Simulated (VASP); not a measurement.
Consider the following.

```yaml
crystal:
  lattice:
    - [0.00000, 2.83620, 2.83620]
    - [2.83620, 0.00000, 2.83620]
    - [11.33372, 11.33372, 0.01107]
  atoms:
    - { symbol: Ga, position: [0.99976, 0.99976, 0.00018] }
    - { symbol: Ga, position: [0.00026, 0.00026, 0.24981] }
    - { symbol: As, position: [0.24996, 0.24996, 0.06253] }
    - { symbol: As, position: [0.25023, 0.25023, 0.31232] }
    - { symbol: As, position: [0.25023, 0.25023, 0.56232] }
    - { symbol: As, position: [0.25006, 0.25006, 0.81245] }
    - { symbol: Al, position: [0.99992, 0.99992, 0.50006] }
    - { symbol: Al, position: [0.99957, 0.99957, 0.75033] }
```

Level of theory: PBEsol GGA, VASP's PBE PAW potentials (set 64) (plane waves; VASP 6.6.1). Numerical set-up: 400 eV cut-off, 8×8×2 Γ-centred mesh, tetrahedra with Blöchl corrections, potentials Ga_d As Al.

The cores are frozen, which limits the accuracy of field gradients.

Q: Give the principal components of the electric field gradient (V/Å²) and the asymmetry η at each nucleus.

A: 
```csv
atom,Vxx,Vyy,Vzz,η
Ga1,-1.1,-1.1,2.1,0.00
Ga2,1.2,1.2,-2.4,0.00
As3,1.8,1.8,-3.6,0.00
As4,22.8,22.8,-45.5,0.00
As5,-1.0,-1.0,2.1,0.00
As6,-22.0,-22.0,44.0,0.00
Al7,0.4,0.4,-0.7,0.00
Al8,-0.5,-0.5,1.0,0.00
```

The structure was generated: Al2Ga2As4 was put into an ordered model structure (R3m), which need not be its known phase. It was relaxed first.
